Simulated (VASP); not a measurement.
Method: r2SCAN meta-GGA, VASP's PBE PAW potentials (set 64) (plane waves; VASP).

Input for VASP

### KPOINTS_OPT
```
k-points along high-symmetry lines
6
Line-mode
Reciprocal
  0.000000   0.000000   0.000000 ! GAMMA
  0.500000   0.000000   0.000000 ! M

  0.500000   0.000000   0.000000 ! M
  0.333333   0.333333   0.000000 ! K

  0.333333   0.333333   0.000000 ! K
  0.000000   0.000000   0.000000 ! GAMMA

  0.000000   0.000000   0.000000 ! GAMMA
  0.000000   0.000000   0.500000 ! A

  0.000000   0.000000   0.500000 ! A
  0.500000   0.000000   0.500000 ! L

  0.500000   0.000000   0.500000 ! L
  0.333333   0.333333   0.500000 ! H

  0.333333   0.333333   0.500000 ! H
  0.000000   0.000000   0.500000 ! A

  0.500000   0.000000   0.500000 ! L
  0.500000   0.000000   0.000000 ! M

  0.333333   0.333333   0.500000 ! H
  0.333333   0.333333   0.000000 ! K
```

### INCAR
```
SYSTEM = HgTe
PREC = Accurate
ENCUT = 400
EDIFF = 1E-7
NELM = 100
ALGO = Normal
LREAL = .FALSE.
LASPH = .TRUE.
ISMEAR = -5
METAGGA = R2SCAN
LMIXTAU = .TRUE.
LMAXMIX = 6
LWAVE = .FALSE.
LCHARG = .FALSE.
LORBIT = 11
NEDOS = 601
ISIF = 2
LEFG = .TRUE.
```

KPOINTS:
```
Automatic
0
gamma
  6 6 3
```

### POSCAR
```
HgTe
1
    4.6809154570     0.0000000000     0.0000000000
   -2.3404577284     4.0537913891    -0.0000000000
   -0.0000000000    -0.0000000000    10.4006780423
Hg Te
3 3
Direct
  0.3058201289   0.3058201289   0.0000000000
  0.6941798711   0.0000000000   0.3333330000
  1.0000000000   0.6941798711   0.6666670000
  0.4890390600   0.4890390600   0.5000000000
  0.5109609400   0.0000000000   0.8333330000
  1.0000000000   0.5109609400   0.1666670000
```

POTCAR, in this order: Hg Te (PBE.64 set). Program: vasp_std.

The resulting files:

OSZICAR:
```
       N       E                     dE             d eps       ncg     rms          rms(c)
DAV:   1     0.948117610382E+02    0.94812E+02   -0.21214E+04  1088   0.122E+03
DAV:   2    -0.223235939854E+03   -0.31805E+03   -0.31118E+03  1232   0.304E+02
DAV:   3    -0.240359793372E+03   -0.17124E+02   -0.17046E+02  1288   0.714E+01
DAV:   4    -0.240554300214E+03   -0.19451E+00   -0.19445E+00  1240   0.730E+00
DAV:   5    -0.240557086975E+03   -0.27868E-02   -0.27866E-02  1352   0.844E-01    0.115E+01
DAV:   6    -0.232158514740E+03    0.83986E+01   -0.81325E+00  1120   0.285E+01    0.118E+01
DAV:   7    -0.230290600484E+03    0.18679E+01   -0.44051E-01  1128   0.495E+00    0.862E+00
DAV:   8    -0.227701681696E+03    0.25889E+01   -0.45419E-01  1088   0.445E+00    0.257E+00
DAV:   9    -0.224925487029E+03    0.27762E+01   -0.94143E-01  1152   0.529E+00    0.893E-01
DAV:  10    -0.225089442489E+03   -0.16396E+00   -0.45498E-02  1144   0.119E+00    0.806E-01
DAV:  11    -0.225140381579E+03   -0.50939E-01   -0.86804E-03  1272   0.456E-01    0.694E-01
DAV:  12    -0.225254099506E+03   -0.11372E+00   -0.12937E-01  1192   0.165E+00    0.310E-01
DAV:  13    -0.225221258605E+03    0.32841E-01   -0.52644E-02  1256   0.119E+00    0.504E-01
DAV:  14    -0.225250241378E+03   -0.28983E-01   -0.97173E-03  1136   0.551E-01    0.398E-01
DAV:  15    -0.225266030275E+03   -0.15789E-01   -0.16968E-02  1192   0.733E-01    0.133E-01
DAV:  16    -0.225265966634E+03    0.63641E-04   -0.20714E-03  1248   0.181E-01    0.617E-02
DAV:  17    -0.225265677850E+03    0.28878E-03   -0.23095E-04  1152   0.107E-01    0.593E-02
DAV:  18    -0.225265998093E+03   -0.32024E-03   -0.78111E-05  1152   0.555E-02    0.286E-02
DAV:  19    -0.225266221064E+03   -0.22297E-03   -0.23644E-04  1208   0.825E-02    0.710E-02
DAV:  20    -0.225266224739E+03   -0.36746E-05   -0.22914E-05  1144   0.400E-02    0.216E-02
DAV:  21    -0.225266227619E+03   -0.28801E-05   -0.43177E-06  1216   0.131E-02    0.554E-03
DAV:  22    -0.225266229812E+03   -0.21930E-05   -0.19720E-06  1152   0.988E-03    0.661E-03
DAV:  23    -0.225266230250E+03   -0.43862E-06   -0.33331E-07   984   0.449E-03    0.364E-03
DAV:  24    -0.225266230081E+03    0.16903E-06   -0.13454E-06  1184   0.696E-03    0.221E-03
DAV:  25    -0.225266230429E+03   -0.34763E-06   -0.58866E-08   744   0.152E-03    0.161E-03
DAV:  26    -0.225266230539E+03   -0.10963E-06   -0.22793E-08   616   0.954E-04    0.620E-04
DAV:  27    -0.225266230785E+03   -0.24661E-06   -0.97344E-08   712   0.205E-03    0.694E-04
DAV:  28    -0.225266230750E+03    0.35318E-07   -0.38189E-09   600   0.407E-04
   1 F= -.22526623E+03 E0= -.22526623E+03  d E =0.000000E+00
       N       E                     dE             ncg
       N       E                     dE             ncg
       N       E                     dE             ncg
       N       E                     dE             ncg
```

**OUTCAR**
```
------------------------ aborting loop because EDIFF is reached ----------------------------------------
  FORCE on cell =-STRESS in cart. coord.  units (eV):
  Direction    XX          YY          ZZ          XY          YZ          ZX
  --------------------------------------------------------------------------------------
  Total       -0.0105831     -0.0105831     -0.0157837     -0.0000000      0.0000000     -0.0000000
  in kB       -0.0859153     -0.0859153     -0.1281347     -0.0000000      0.0000000     -0.0000000
  external PRESSURE =      -0.0999885 kB  Pullay stress =       0.0000000 kB
  volume of cell :      197.36
      direct lattice vectors                 reciprocal lattice vectors
     4.680915457  0.000000000  0.000000000     0.213633425  0.123341325  0.000000000
    -2.340457728  4.053791389  0.000000000     0.000000000  0.246682649  0.000000000
     0.000000000  0.000000000 10.400678042     0.000000000  0.000000000  0.096147578
 POSITION                                       TOTAL-FORCE (eV/Angst)
 -----------------------------------------------------------------------------------
      0.71576      1.23973      0.00000         0.006997      0.012119     -0.000000
      3.24940      0.00000      3.46689        -0.013994     -0.000000      0.000000
     -1.62470      2.81406      6.93379         0.006997     -0.012119     -0.000000
      1.14458      1.98246      5.20034        -0.001043     -0.001807     -0.000000
      2.39176      0.00000      8.66723         0.002087     -0.000000     -0.000000
     -1.19588      2.07133      1.73345        -0.001043      0.001807     -0.000000
 -----------------------------------------------------------------------------------
    total drift:                                0.001299     -0.001904      0.000015
  FREE ENERGIE OF THE ION-ELECTRON SYSTEM (eV)
  ---------------------------------------------------
  free  energy   TOTEN  =      -225.2662307498 eV

  energy  without entropy=     -225.2662307498  energy(sigma->0) =     -225.26623075

 total charge

# of ion       s       p       d       tot
------------------------------------------
    1        0.805   0.310   9.342  10.457
    2        0.805   0.310   9.342  10.457
    3        0.805   0.310   9.342  10.457
    4        1.388   1.976   0.028   3.392
    5        1.388   1.976   0.028   3.392
    6        1.388   1.976   0.028   3.392
--------------------------------------------------
tot          6.579   6.857  28.112  41.548

 Electric field gradients after diagonalization (V/A^2)
 (convention: |V_zz| > |V_xx| > |V_yy|)
----------------------------------------------------------------------
 ion       V_xx      V_yy      V_zz     asymmetry (V_yy - V_xx)/ V_zz
----------------------------------------------------------------------
   1     305.711   278.614  -584.324       0.046
   2     305.710   278.614  -584.324       0.046
   3     305.711   278.614  -584.324       0.046
   4     295.243    91.129  -386.372       0.528
   5     295.243    91.129  -386.372       0.528
   6     295.243    91.129  -386.372       0.528
```
(Selected blocks of OUTCAR.)

The structure comes from a computed database's HgTe entry (P3_121); how it stands against other phases isn't given here. It was relaxed first.
